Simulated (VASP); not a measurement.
An input for Quantum ESPRESSO's pw.x (written as the equivalent of a VASP run, and not itself run):

```
&CONTROL
  calculation = 'relax'
  pseudo_dir = './pseudo'
  outdir = './out'
  tprnfor = .true.
  tstress = .true.
  nstep = 30
  forc_conv_thr = 3.9e-05
/
&SYSTEM
  ibrav = 0
  nat = 1
  ntyp = 1
  ecutwfc = 58
  occupations = 'smearing'
  smearing = 'methfessel-paxton'
  degauss = 0.00735
  input_dft = 'pz'
/
&ELECTRONS
  conv_thr = 7.3e-10
  electron_maxstep = 100
/
&IONS
/
ATOMIC_SPECIES
  Hf 178.490 Hf.upf
CELL_PARAMETERS angstrom
     0.0000000    2.1824656    2.1824656
     2.1824656    0.0000000    2.1824656
     2.1824656    2.1824656    0.0000000
ATOMIC_POSITIONS crystal
  Hf   0.0000000  0.0000000  0.0000000
K_POINTS automatic
  13 13 13 0 0 0
```

### Question
Write the VASP files for the same calculation (LDA).

### Answer
One answer among several that fit: 
File KPOINTS:
```
Automatic
0
Gamma
 13 13 13
0 0 0
```

POSCAR:
```
Hf
1.0
  0.0000000000   2.1824655973   2.1824655973
  2.1824655973   0.0000000000   2.1824655973
  2.1824655973   2.1824655973   0.0000000000
Hf
1
Direct
  0.0000000000   0.0000000000   0.0000000000
```

INCAR:
```
SYSTEM = Hf
PREC = Accurate
ENCUT = 400
EDIFF = 1E-8
NELM = 100
ALGO = Normal
LREAL = .FALSE.
LASPH = .TRUE.
ISMEAR = 1
SIGMA = 0.1
LMAXMIX = 6
LWAVE = .FALSE.
LCHARG = .FALSE.
IBRION = 1
ISIF = 2
NSW = 30
EDIFFG = -0.001
```

POTCAR, in this order: Hf_pv (LDA.64 set). Program: vasp_std.

The two are equivalent in intent, not identical: the potentials are each code's own (VASP's PAW set, PseudoDojo norm-conserving files in pw.x), so ENCUT and ecutwfc are chosen apart and not converted; conv_thr bounds pw.x's estimated SCF error, while EDIFF bounds the energy change between steps; forc_conv_thr acts on force components and is met together with etot_conv_thr.

The structure comes from a computed database's Hf entry (Fm-3m); how it stands against other phases isn't given here. It was relaxed first, which changed the volume by -7 %. The start is the result of an earlier pass.
